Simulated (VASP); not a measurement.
The system is Ga.

```xyz
4
Lattice="2.2615 -3.8305 0.0000 2.2615 3.8305 0.0000 0.0000 0.0000 4.5240" Properties=species:S:1:pos:R:3 pbc="T T T"
Ga    2.2615   -2.6438    0.3664
Ga    2.2615   -1.1867    2.6284
Ga    2.2615    2.6438    4.1576
Ga    2.2615    1.1867    1.8956
```

```yaml
Program: VASP 6.6.1
Task: relaxation of cell and atoms
Functional: LDA
Potentials_or_basis: VASP PAW LDA potentials, release 64 (Ga_d)
Cutoff: 600 eV
k_mesh: 12 × 12 × 10
Occupations: methfessel-paxton, width 0.1 eV
Spin: no spin polarisation
```

At the start: pressure -3.6 GPa; volume 19.59 Å³/atom.

**Question.** Where does the relaxation end?

**Answer.** Over 13 steps the energy falls by 15.4 meV/atom and the volume is 18.39 Å³/atom (-6.2 %); space group Cmce (No. 64, to 0.05 Å).

The path:
```
step  energy change (eV)  largest force (eV/Å)  pressure (GPa)  volume (Å³)
   1              0.0000                0.1761           -3.63        78.38
   2             -0.0608                0.0315            0.18        73.45
   3             -0.0608                0.0357            0.08        73.60
   4             -0.0608                0.0384           -0.03        73.70
   5             -0.0611                0.0249            0.00        73.72
   6             -0.0613                0.0268           -0.05        73.76
   7             -0.0615                0.0170           -0.04        73.69
   8             -0.0615                0.0156           -0.08        73.68
   9             -0.0615                0.0154           -0.08        73.65
  10             -0.0616                0.0096            0.08        73.49
  11             -0.0616                0.0084            0.19        73.46
  12             -0.0616                0.0102            0.11        73.48
  13             -0.0618                0.0073            0.03        73.55
```

Final structure:
```
Ga
1.0
     2.20674   -3.74996    0.00000
     2.20674    3.74996    0.00000
     0.00000    0.00000    4.44400
Ga
4
Direct
  0.84396 0.15604 0.08405
  0.65604 0.34396 0.58405
  0.15604 0.84396 0.91595
  0.34396 0.65604 0.41595
```
